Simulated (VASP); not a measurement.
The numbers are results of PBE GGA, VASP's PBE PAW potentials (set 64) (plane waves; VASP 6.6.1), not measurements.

A VASP calculation is set up with these files.

INCAR:
```
! general
SYSTEM  = Te
PREC    = Accurate
ENCUT   = 400   ! plane-wave cut-off (eV)
LREAL   = .FALSE.
LASPH   = .TRUE.

! electronic loop
EDIFF   = 1E-6
NELM    = 100
ALGO    = Normal
IMIX    = 4
AMIX    = 0.05
BMIX    = 1.0
LMAXMIX = 4   ! l cut-off of mixed one-centre charges

! smearing
ISMEAR  = 0
SIGMA   = 0.05

! functional
GGA     = PE   ! PBE

! ions
ISIF    = 2   ! forces and stress, cell fixed

! output
LWAVE   = .FALSE.
LCHARG  = .FALSE.
```

**POSCAR**
```
Te
1
    2.2746000000    -3.9397220000     0.0000000000
    2.2746000000     3.9397220000     0.0000000000
    0.0000000000     0.0000000000     6.0486000000
Te
3
Direct
  0.0000000000   0.2630000000   0.6666670000
  0.7370000000   0.7370000000   0.0000000000
  0.2630000000   0.0000000000   0.3333330000
```

**KPOINTS**
```
Automatic mesh
0
Gamma
5 5 4
0 0 0
```

POTCAR, in this order: Te (PBE.64 set). Program: vasp_std.

The run wrote:

### OSZICAR
```
       N       E                     dE             d eps       ncg     rms          rms(c)
DAV:   1     0.729381681981E+02    0.72938E+02   -0.56539E+03   442   0.896E+02
DAV:   2    -0.435481537458E+01   -0.77293E+02   -0.74424E+02   620   0.144E+02
DAV:   3    -0.935185584583E+01   -0.49970E+01   -0.49622E+01   537   0.425E+01
DAV:   4    -0.944076207275E+01   -0.88906E-01   -0.88853E-01   561   0.697E+00
DAV:   5    -0.944247193374E+01   -0.17099E-02   -0.17099E-02   545   0.926E-01    0.109E+01
DAV:   6    -0.943880879127E+01    0.36631E-02   -0.13466E-03   567   0.242E-01    0.105E+01
DAV:   7    -0.943463699404E+01    0.41718E-02   -0.22038E-01   452   0.310E+00    0.722E-01
DAV:   8    -0.942915180580E+01    0.54852E-02   -0.26195E-02   442   0.107E+00    0.516E-01
DAV:   9    -0.942088411683E+01    0.82677E-02   -0.91662E-03   452   0.607E-01    0.912E-01
DAV:  10    -0.941948973167E+01    0.13944E-02   -0.90463E-03   472   0.583E-01    0.205E-01
DAV:  11    -0.941958749453E+01   -0.97763E-04   -0.14005E-03   442   0.235E-01    0.130E-01
DAV:  12    -0.941949823837E+01    0.89256E-04   -0.82067E-05   527   0.626E-02    0.696E-02
DAV:  13    -0.941946699511E+01    0.31243E-04   -0.53758E-05   452   0.446E-02    0.155E-02
DAV:  14    -0.941946651316E+01    0.48195E-06   -0.38326E-06   456   0.127E-02
   1 F= -.94194665E+01 E0= -.94194665E+01  d E =-.450412E-11
```

OUTCAR:
```
------------------------ aborting loop because EDIFF is reached ----------------------------------------
  FORCE on cell =-STRESS in cart. coord.  units (eV):
  Direction    XX          YY          ZZ          XY          YZ          ZX
  --------------------------------------------------------------------------------------
  Total       -0.3578622     -0.3578620     -0.8241016      0.0000000     -0.0000000      0.0000000
  in kB       -5.2889674     -5.2889653    -12.1796795      0.0000000     -0.0000000      0.0000000
  external PRESSURE =      -7.5858708 kB  Pullay stress =       0.0000000 kB
  volume of cell :      108.41
      direct lattice vectors                 reciprocal lattice vectors
     2.274600000 -3.939722000  0.000000000     0.219818869 -0.126912508  0.000000000
     2.274600000  3.939722000  0.000000000     0.219818869  0.126912508  0.000000000
     0.000000000  0.000000000  6.048600000     0.000000000  0.000000000  0.165327514
 POSITION                                       TOTAL-FORCE (eV/Angst)
 -----------------------------------------------------------------------------------
      0.59822      1.03615      4.03240        -0.013500     -0.023382      0.000000
      3.35276      0.00000      0.00000         0.026999     -0.000000      0.000000
      0.59822     -1.03615      2.01620        -0.013500      0.023382      0.000000
 -----------------------------------------------------------------------------------
    total drift:                               -0.000165     -0.000393      0.000013
  FREE ENERGIE OF THE ION-ELECTRON SYSTEM (eV)
  ---------------------------------------------------
  free  energy   TOTEN  =        -9.4194665132 eV

  energy  without entropy=       -9.4194665132  energy(sigma->0) =       -9.41946651
```
(Selected blocks of OUTCAR.)

The compound is Te in the trig structure. The cell was not relaxed at this level. The run is one of a series of settings (AMIX = 0.05, BMIX = 1.0, IMIX = 4 against the base run), some of them coarse on purpose.
